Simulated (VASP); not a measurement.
Input:

```
CoSi2
1.0
    0.00000     2.74473     2.74473
    2.74473     0.00000     2.74473
    2.74473     2.74473     0.00000
Co Si
1 2
Direct
  0.00000   0.00000   0.00000
  0.25000   0.25000   0.25000
  0.75000   0.75000   0.75000
```

The numbers are results of RPBE GGA, VASP's PBE PAW potentials (set 64) (plane waves; VASP), not measurements. Run with 520 eV cut-off, 10×10×10 Γ-centred mesh, first-order Methfessel-Paxton smearing of 0.10 eV, potentials Co Si.

Task: Give the stress tensor in GPa (positive for a compressed cell).

Result: 
```
-8.71   0.00   0.00
 0.00  -8.71   0.00
 0.00   0.00  -8.71
```
The pressure is its mean diagonal, -8.71 GPa.

The compound is CoSi2 in the fluorite structure. This cell is one point of a volume scan, at 1.06 of the reference volume. The run is not spin-polarised, so no magnetic state was tried. The electron count is odd and the run is not spin-polarised, which forces a metal.
